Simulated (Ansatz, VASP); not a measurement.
# Ge (Germanium): VASP beside Ansatz

Aim: how closely do two programs agree when they are given the same cell, functional and k mesh? The structure shown is the end of the Ansatz relaxation below.

Calculated with Ansatz 0.2.0; plane waves, with VASP 6.6.1 beside it; single point at PBEsol.

## (1) The starting structure

Symmetry: Imma, No. 74, orthorhombic system. Conventional cell: a = 4.010 Å, b = 4.174 Å, c = 5.590 Å, α = 90.00°, β = 90.00°, γ = 90.00°. Nearest to Ge lie 4 Ge at 2.46 to 2.49 Å.

## (2) Ansatz: relaxation, PBEsol

Ansatz runs on its PAW soft_1 files.

This run makes the geometry at which the two programs are then compared.

File input.yaml:

```yaml
crystal:
  lattice:
    - [0.0578756766, 2.8935018168, 2.8060155377]
    - [2.8935018168, 0.0578756766, 2.8060155377]
    - [2.9513774932, 2.9513774932, -2.0e-10]
  atoms:
    - { symbol: Ge, position: [0.5020766694, 0.5020766694, 0.4979233306] }
    - { symbol: Ge, position: [0.7479233306, 0.7479233306, 0.7520766694] }
  conventional_axes: [[0, 0, 1], [1, -1, 0], [1, 1, -1]]
kpoints:
  mp_grid: { grid: [16, 16, 16] }
hamiltonian:
  xc: pbesol
  pseudopotentials: { kind: paw, azcp: { folder: soft_1 }, xc_functional: pbe }
scf:
  occupations: { method: methfessel_paxton, width: 0.2 }
output:
  forces: true
  stress: true
  eigenvalues: true
relax:
  adjacent_minimum: "off"
  f_tol: 0.001
  max_steps: 60
  cell: { stress_tol: 0.01, fix: [a, angles] }
```

On the command line:

```
> ansatz run input.yaml --threads 4 --pin off --max-ram 10240MiB --backend cpu --events-out ev --progress --plain --runs-dir out
```

Numbers of over 12 decimals in the logs are rounded to 6 here.

What it wrote:

```text
Engine: ansatz 0.2.0, aarch64-unknown-linux-gnu
Pseudopotentials: kind: paw
Pseudopotential: Ge, paw, valence charge 14, recommended cutoff 420 eV (normal), soft_1/Ge.paw.azcp
Functional definition: PBEsol
  exchange = pbesol_x
  correlation = pbesol_c
Crystal: 2 atoms, lattice volume = 46.967 Å³
Basis set: ecut = 420 eV, 925 PW (Γ), exchange–correlation on 54×54×60 points (8 copies of the dense FFT grid, shifted against one another)
Bands: 18, of which v1, the nominal top of the filled ones, is band 14 counted from 1 (13 counted from 0)
Symmetry: 8 space group operations
Space group: Imma (ITA 74), of the structure as read, at distance tolerance 3.6e-5 Å
k-points: 621 of 4096
Non-local potential: Ge, projectors of the file, l = 0: 2, l = 1: 2, l = 2: 3, l = 3: 1
PAW form: soft (Blöchl's): semilocal exchange-correlation on the pseudo side does not see the compensation charge
PAW frozen core: Ge, regenerated for the run's functional, and the local potential with it (the file was generated under x = pbe(κ = 0.804, μ = 0.219515), c = pbe(β = 0.066725))
PAW one-centre angular grid: Ge, 590 points (default); XC on 64 Gauss nodes
Initial density: superposition of atomic densities (chi_scale 0.1, normalization cell)
Initial wavefunctions: pseudopotential atomic-orbital guess
Functional: x = pbesol(κ = 0.804, μ = 0.123457), c = pbesol(β = 0.046)
SCF iter   1: F=—  HF=-8507.048521 eV  |F-HF|=—  |Δ(HF+E_count)|=         —  Δρ=3.36e-2  dr2=4.24e-1  ethr=3.10e-3  ⟨swp⟩=5.1  Hψ=49806  notcnv=0
preconditioner: auto → Kerker (q_TF=auto, 2.503 Å⁻¹)  [metal: Δε(μ)=0.017 eV  Ē_g=23.120 eV  σ=0.200 eV  W_gap=0.07  n_scr=14 (ndim 8)  ℏωp=28.7 eV  f_vac=0.000  D(μ)=0.06/eV (n_scr^D=0)]
SCF iter   2: F=—  HF=-8507.022452 eV  |F-HF|=—  |Δ(HF+E_count)|=   2.61e-2  S|Δr|=    0.00e0  Δρ=2.19e-2  dr2=2.11e-1  ethr=1.51e-3  ⟨swp⟩=1.0  Hψ=16146  notcnv=0
SCF iter   3: F=—  HF=-8506.981265 eV  |F-HF|=—  |Δ(HF+E_count)|=   4.12e-2  S|Δr|=    0.00e0  Δρ=3.67e-3  dr2=1.17e-2  ethr=7.54e-4  ⟨swp⟩=1.1  Hψ=11287  notcnv=0
SCF iter   4: F=—  HF=-8506.980741 eV  |F-HF|=—  |Δ(HF+E_count)|=   5.25e-4  S|Δr|=    0.00e0  Δρ=2.52e-3  dr2=4.37e-3  ethr=4.16e-5  ⟨swp⟩=2.0  Hψ=19214  notcnv=0
SCF iter   5: F=—  HF=-8506.981597 eV  |F-HF|=—  |Δ(HF+E_count)|=   8.56e-4  S|Δr|=    0.00e0  Δρ=5.91e-4  dr2=2.20e-4  ethr=1.56e-5  ⟨swp⟩=2.0  Hψ=19875  notcnv=0
SCF iter   6: F=—  HF=-8506.981771 eV  |F-HF|=—  |Δ(HF+E_count)|=   1.73e-4  S|Δr|=    0.00e0  Δρ=1.18e-4  dr2=5.74e-6  ethr=7.85e-7  ⟨swp⟩=2.0  Hψ=19906  notcnv=0
SCF iter   7: F=—  HF=-8506.981787 eV  |F-HF|=—  |Δ(HF+E_count)|=   1.61e-5  S|Δr|=    0.00e0  Δρ=2.45e-5  dr2=2.49e-7  ethr=2.05e-8  ⟨swp⟩=3.0  Hψ=19931  notcnv=0
SCF iter   8: F=-8506.981787 eV  HF=-8506.981787 eV  |F-HF|=2.25e-8  |Δ(HF+E_count)|=   5.44e-7  S|Δr|=    0.00e0  Δρ=5.65e-6  dr2=2.23e-8  ethr=3.57e-10  ⟨swp⟩=6.0  Hψ=51626  notcnv=0
SCF 1 converged in 8 iterations: F = -8506.981787 eV  dr2 = 2.23e-8
  greatest PAW one-centre occupation: 0.998 electrons in one spin orbital (limit 2), on the Ge atom at site 1 (counted from 0), in its partial waves of l = 2
relax step   1: F+E_penalty+E_count = -8506.98178728 eV  Δ(F+E_penalty+E_count) = +0.000e0 eV  max|allowed force component| = 7.012e-2 eV/Å  Δτ_max = 0.0000 Å  P = -1.647 GPa  Ω = 46.967 Å³  fix = [a, alpha, beta, gamma]  reactions: a -4.588 GPa  (8 SCF iters, dr2 threshold 1.00e-7 eV, accepted)
[...]
relax step   2: F+E_penalty+E_count = -8506.98228541 eV  Δ(F+E_penalty+E_count) = -4.981e-4 eV  max|allowed force component| = 6.890e-3 eV/Å  Δτ_max = 0.0043 Å  P = -1.414 GPa  Ω = 46.769 Å³  energy of the carried Pulay correction = +3.225e-5 eV  fix = [a, alpha, beta, gamma]  reactions: a -4.266 GPa  (5 SCF iters, dr2 threshold 2.00e-7 eV, accepted)
[...]
relax step   3: F+E_penalty+E_count = -8506.98229222 eV  Δ(F+E_penalty+E_count) = -6.809e-6 eV  max|allowed force component| = 2.882e-4 eV/Å  Δτ_max = 0.0006 Å  P = -1.425 GPa  Ω = 46.778 Å³  energy of the carried Pulay correction = +3.082e-5 eV  fix = [a, alpha, beta, gamma]  reactions: a -4.276 GPa  (5 SCF iters, dr2 threshold 4.27e-9 eV, accepted)
[...]
relax step   4: F+E_penalty+E_count = -8506.98226330 eV  Δ(F+E_penalty+E_count) = +2.893e-5 eV  max|allowed force component| = 2.914e-4 eV/Å  Δτ_max = 0.0000 Å  P = -1.426 GPa  Ω = 46.778 Å³  fix = [a, alpha, beta, gamma]  reactions: a -4.275 GPa  stress off target by 3.82e-3 GPa on what of the cell is left free  SCF on the basis re-selected at this cell (its energy is not comparable with the rows above)  (7 SCF iters)
basis re-selected at this cell: Δ(F+E_penalty+E_count) = +2.893e-5 eV, ΔP = -0.000 GPa vs the last step (what re-selecting the basis moved, of the pressure what is left beyond the Pulay correction that the steps carried, after the strain that the cell walked since its last selection, with what the two solves' SCF thresholds leave and, on support functions, any second-order correction that the steps lacked; it is no m [...]
SCF converged after 7 iterations
Stability not checked: this state was not tested for a lower state beside it, because cold or Methfessel-Paxton smearing, or corrected tetrahedra, fill the levels in a way that the test cannot read (fill_not_monotonic; see scf.lower_state_search)
Free energy (F): -8506.982263 eV
Harris-Foulkes:  -8506.982263 eV  (|F-HF|=0.00e0)
Internal energy: -8506.982663 eV  (E = F + TS)
E sigma→0 (E₀):  -8506.982363 eV
Entropy (-TS):   0.000400 eV (0.200 meV/atom)
Fermi energy:    7.980810 eV
--- Per-component energies (eV) ---
  E_band       = -314.005338
  E_kinetic    = 184.952588
  E_local      = -4549.443804  (includes V_loc(G=0)·N_el)
  E_nonlocal   = 438.320268
  E_hartree    = 2162.303510
  E_xc         = -141.843376
  E_vxc        = -129.855432  (∫ρ·V_xc dr)
  E_paw        = -3944.367783  (= ΣΔE_a)
  E_vpaw       = -582.585987  (= ΣTr[D̂ρ^β])
  E_aug_tail   = 0.000031  (compensation charges beyond the density's cutoff)
  E_ewald      = -2658.739972
  E_core_change = 1.835876  (= ΣΔE_core)
  E_smearing   = 0.000400  (= −TS)
  E_closure    = -0.000000  (closes the sum)
  Σ components = -8506.982263   (vs F -8506.982263, Δ=0.00e0)
--- Forces (eV/Å), atoms counted from 1 ---
  atom   1  Ge     0.00000000     0.00000000     0.00029142
  atom   2  Ge    -0.00000000    -0.00000000    -0.00029142
  max |Σ_I F_I| component: 5.75e-18 eV/Å
--- Stress (GPa, compression-positive) ---
       -2.139204      -2.135385       0.000000
       -2.135385      -2.139204       0.000000
        0.000000       0.000000       0.001642
  P = ⅓ Tr σ = -1.4256 GPa (-14.256 kbar)
--- Band table (eV; the first three rows and the last of 621) ---
  k-point 0: bands = [... 10 lower, -4.5599, 7.6170, 7.7644, 8.0548, 8.1376, 10.3791, 10.4517, 10.7507]
  k-point 1: bands = [... 10 lower, -4.5149, 6.6119, 7.9358, 7.9611, 8.6169, 10.5064, 10.6201, 10.8662]
  k-point 2: bands = [... 10 lower, -4.3811, 5.4416, 7.7312, 7.7352, 8.9192, 10.7376, 11.1440, 11.3258]
  k-point 620: bands = [... 10 lower, -0.7953, -0.5824, 4.6444, 5.0922, 8.2250, 8.8211, 17.0865, 17.3531]
--- Relaxed structure (3 steps of the walk, 3 accepted, 1 SCFs on fresh bases) ---
  F+E_penalty+E_count = -8506.98226330 eV   max|allowed force component| = 2.914e-4 eV/Å   (the final SCF, on the basis selected at the relaxed cell)
  cell:  # Å, volume = 46.7779 Å³
    - [0.058020, 2.893358, 2.794997]
    - [2.893358, 0.058020, 2.794997]
    - [2.9513774932, 2.9513774932, -2.0518090521240357e-10]
  atoms:
    - { symbol: Ge, position: [0.502737, 0.502737, 0.497263] }
    - { symbol: Ge, position: [0.747263, 0.747263, 0.752737] }
```

## (3) VASP: single point, PBEsol

The same cell, functional, mesh and smearing now go to VASP, with its own data sets.

Lines of VASP's logs that name or quote its potential files are left out, and so is its time.

File INCAR:

```
SYSTEM = Ge
PREC = Accurate
ENCUT = 500
EDIFF = 1E-06
NELM = 120
ISMEAR = 1
SIGMA = 0.2
LREAL = .FALSE.
ALGO = Normal
GGA = PS
NBANDS = 20
LORBIT = 11
LWAVE = .FALSE.
LCHARG = .FALSE.
ISIF = 2
LASPH = .TRUE.
GGA_COMPAT = .FALSE.
KPAR = 2
```

File POSCAR:

```
Ge
1.0
    0.0580197769      2.8933577165      2.7949969063
    2.8933577165      0.0580197769      2.7949969063
    2.9513774932      2.9513774932     -0.0000000002
Ge
2
Direct
    0.5027370686      0.5027370686      0.4972629314
    0.7472629314      0.7472629314      0.7527370686
```

File KPOINTS:

```
Automatic mesh
0
Gamma
16 16 16
0 0 0
```

The projector-augmented-wave data sets are Ge_d (PBE family, release 64).

On the command line:

```
> mpirun -np 2 vasp_std
```

What it wrote:

```text
[banner, memory and clock lines left out]
running    2 mpi-ranks, on    1 nodes
 distrk:  each k-point on    1 cores,    2 groups
 distr:  one band on    1 cores,    1 groups

 POSCAR found type information on POSCAR Ge
 POSCAR found :  1 types and       2 ions
|                                                                             |
|               ----> ADVICE to this user running VASP <----                  |
|                                                                             |
|     You enforced a specific xc type in the INCAR file but a different       |
|     [... a line on the potential file left out ...]
|     I HOPE YOU KNOW WHAT YOU ARE DOING!                                     |
|                                                                             |

 LDA part: xc-table for (Slater+PW92), standard interpolation
 POSCAR, INCAR and KPOINTS ok, starting setup
 FFT: planning ... GRIDC
 FFT: planning ... GRID_SOFT
 FFT: planning ... GRID
 WAVECAR not read
 entering main loop
       N       E                     dE             d eps       ncg     rms          rms(c)
DAV:   1     0.181245439351E+03    0.18125E+03   -0.14617E+04 26792   0.369E+03
DAV:   2     0.155960344623E+02   -0.16565E+03   -0.16125E+03 24908   0.577E+02
DAV:   3    -0.917752040907E+01   -0.24774E+02   -0.24608E+02 28016   0.144E+02
DAV:   4    -0.997451704008E+01   -0.79700E+00   -0.79646E+00 28036   0.304E+01
DAV:   5    -0.998793710133E+01   -0.13420E-01   -0.13420E-01 27972   0.432E+00    0.311E+00
DAV:   6    -0.989316803215E+01    0.94769E-01   -0.35730E-02 32960   0.242E+00    0.177E+00
DAV:   7    -0.984806662716E+01    0.45101E-01   -0.59171E-02 26112   0.253E+00    0.154E-01
DAV:   8    -0.984900462969E+01   -0.93800E-03   -0.71310E-03 28296   0.121E+00    0.539E-02
DAV:   9    -0.984911901392E+01   -0.11438E-03   -0.26044E-04 28468   0.219E-01    0.124E-02
DAV:  10    -0.984913312631E+01   -0.14112E-04   -0.22626E-05 30360   0.413E-02    0.550E-03
DAV:  11    -0.984913430727E+01   -0.11810E-05   -0.40076E-06 25264   0.228E-02    0.139E-03
DAV:  12    -0.984913424028E+01    0.66988E-07   -0.71405E-07 16508   0.152E-02
   1 F= -.98491342E+01 E0= -.98492648E+01  d E =0.391563E-03
```

Parts of OUTCAR (step 3):

```text
ion  position               nearest neighbor table
   1  0.503  0.503  0.497-   2 2.46   2 2.46   2 2.49   2 2.49
   2  0.747  0.747  0.753-   1 2.46   1 2.46   1 2.49   1 2.49

  LATTYP: Found a body centered orthorhombic cell.
 ALAT       =     4.0097733681
 B/A-ratio  =     1.0409261810
 C/A-ratio  =     1.3940922091

 Subroutine GETGRP returns: Found  8 space group operations
 (whereof  4 operations were pure point group operations)

The static configuration has the point symmetry C_2v.
 The point group associated with its full space group is D_2h.

 Found    621 irreducible k-points:

   k-points           NKPTS =    621   k-points in BZ     NKDIM =    621   number of bands    NBANDS=     20

   dimension x,y,z NGX =    30 NGY =   30 NGZ =   30
   dimension x,y,z NGXF=    60 NGYF=   60 NGZF=   60

   ENCUT  =  500.0 eV  36.75 Ry    6.06 a.u.   7.34  7.34  7.61*2*pi/ulx,y,z

   NELECT =      28.0000    total number of electrons

 k-points in reciprocal lattice and weights: Automatic mesh
   0.00000000  0.00000000  0.00000000       0.000
   0.06250000  0.00000000  0.00000000       0.001
   0.12500000  0.00000000  0.00000000       0.001
   0.18750000 -0.00000000  0.00000000       0.001
   0.25000000  0.00000000  0.00000000       0.001
   0.31250000 -0.00000000 -0.00000000       0.001
   0.37500000 -0.00000000  0.00000000       0.001
   0.43750000  0.00000000 -0.00000000       0.001
   0.50000000  0.00000000  0.00000000       0.000
[...]
0.25000000  0.25000000  0.50000000       0.000
  -0.25000000  0.25000000  0.50000000       0.000

 average (electrostatic) potential at core
       1 -74.4483       2 -74.4483

 E-fermi :   4.5449

 k-point     1 :       0.0000    0.0000    0.0000
  band No.  band energies     occupation
    ...
      9     -19.9307      2.00000
     10     -19.9277      2.00000
     11      -8.0002      2.00000
     12       4.1885      2.03024
     13       4.3273      2.06405
     14       4.6187      0.42059
     15       4.7011      0.02993
     16       6.9487     -0.00000
     17       7.0210     -0.00000
     18       7.3200     -0.00000
    ...

 k-point     2 :       0.0625    0.0000    0.0000
  band No.  band energies     occupation
    ...
     10     -19.9251      2.00000
     11      -7.9522      2.00000
     12       3.3617      2.00000
     13       4.2284      2.04774
     14       4.5632      0.84589
     15       5.1378     -0.00023
     16       7.0792     -0.00000
     17       7.2217     -0.00000
     18       7.4364     -0.00000
     19      11.0165      0.00000
    ...

 k-point     3 :       0.1250    0.0000    0.0000
  band No.  band energies     occupation
    ...
     10     -19.9175      2.00000
     11      -7.8091      2.00000
     12       2.2252      2.00000
     13       3.9896      2.00062
     14       4.3204      2.06724
     15       5.2845     -0.00000
     16       7.3935     -0.00000
     17       7.5870     -0.00000
     18       8.0101     -0.00000
     19      11.7408      0.00000
    ...

  Total       -0.6502648     -0.6502648     -0.0240492     -0.6245704      0.0000000      0.0000000
  in kB      -22.2720358    -22.2720358     -0.8237036    -21.3919830      0.0000000      0.0000000
  external PRESSURE =     -15.1225918 kB  Pullay stress =       0.0000000 kB

  energy-cutoff  :      500.00
  volume of cell :       46.78
      direct lattice vectors                 reciprocal lattice vectors
     0.058019777  2.893357717  2.794996906    -0.176345822  0.176345822  0.178891075
     2.893357717  0.058019777  2.794996906     0.176345822 -0.176345822  0.178891075
     2.951377493  2.951377493 -0.000000000     0.169412419  0.169412419 -0.178891075

 POSITION                                       TOTAL-FORCE (eV/Angst)
 -----------------------------------------------------------------------------------
      2.95138      2.95138      2.81030        -0.000000     -0.000000     -0.001810
      4.42707      4.42707      4.17720         0.000000      0.000000      0.001810
 -----------------------------------------------------------------------------------
    total drift:                                0.000000      0.000000      0.000000

  FREE ENERGIE OF THE ION-ELECTRON SYSTEM (eV)
  ---------------------------------------------------
  free  energy   TOTEN  =        -9.8491342403 eV

  energy  without entropy=       -9.8495258035  energy(sigma->0) =       -9.84926476

 total charge
# of ion       s       p       d       tot
------------------------------------------
    1        1.134   1.221  10.019  12.375
    2        1.134   1.221  10.019  12.375
--------------------------------------------------
tot          2.268   2.443  20.038  24.749

[... 3 further parts left out ...]
```

The PAW data sets were made with PBE, which is usual practice but a small mismatch for other functionals.

## (4) Side by side

Known differences besides the potentials themselves: the cutoff is 420 eV in Ansatz and 500 eV in VASP; Ansatz makes its cores anew for this functional, VASP keeps those of its PBE data sets; Ansatz's pressure holds a Pulay correction, VASP's none. Total energies have different zeros and are not compared.

The two programs side by side:

| quantity | Ansatz | VASP | difference |
| --- | --- | --- | --- |
| pressure (GPa) | -1.43 | -1.51 | +0.09 |

At this near-relaxed geometry the largest component of a force difference is 2 meV/Å.

## (5) Results

```yaml
difference_in_pressure_single_point_pbesol: 0.087 GPa
```

The difference in pressure is 0.087 GPa (single point, PBEsol), within the 1 GPa picked in this series as the mark of a large difference. Such differences can come from data sets, numerical settings and the points named under the comparisons, not from the functional's error against experiment.

[Lines on the potential files, build, host, timing and source positions are cut from VASP's logs without a mark.]

[Logs are printed without paths, hosts, clocks, repeated set-up lines and the standing remarks that a program may print on its own settings, such as how far it seeks lower states.]

[Hosts, paths, dates, database ids (printed as entryN), source tags and the programs' standing remarks are cut or masked in the printed files.]
